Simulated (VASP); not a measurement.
Input:

```
CELL_PARAMETERS angstrom
      4.05696     0.00000     0.00000
      0.00000     4.05696     0.00000
      0.00000     0.00000     4.05696
ATOMIC_POSITIONS crystal
  Sc 0.00000 0.00000 0.00000
  Al 0.00000 0.50000 0.50000
  Al 0.50000 0.00000 0.50000
  Al 0.50000 0.50000 0.00000
```

The numbers are results of PBE GGA with D4 dispersion, VASP's PBE PAW potentials (set 64) (plane waves; VASP 6.6.1), not measurements. Numerical set-up: 520 eV cut-off, Gaussian smearing of 0.050 eV, potentials Sc_sv Al.

### Question
Estimate the band gap (along the path) with the smallest direct gap where there is one.

### Answer

```yaml
band gap (along the path): none (metal, semimetal or under 0.01 eV)
```

The compound is Al3Sc in the L1_2 structure. It was relaxed first.
